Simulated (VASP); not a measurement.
Given:

```
CELL_PARAMETERS angstrom
      0.00000     3.00284     3.00284
      3.00284     0.00000     3.00284
      3.00284     3.00284     0.00000
ATOMIC_POSITIONS crystal
  Pb 0.00000 0.00000 0.00000
  S  0.50000 0.50000 0.50000
```

Level of theory: PBE GGA, VASP's PBE PAW potentials (set 64) (plane waves; VASP 6.6.1). Run with 480 eV cut-off, 7×7×7 Γ-centred mesh, Gaussian smearing of 0.050 eV, potentials Pb_d S.

Question: Estimate the energy per atom (σ→0).

Answer: 
```yaml
energy per atom (σ→0): -4.386 eV/atom
```

Only differences to runs with the same potentials and settings are physical.

The compound is PbS in the rock salt structure. It was relaxed first. The start is the result of an earlier pass.
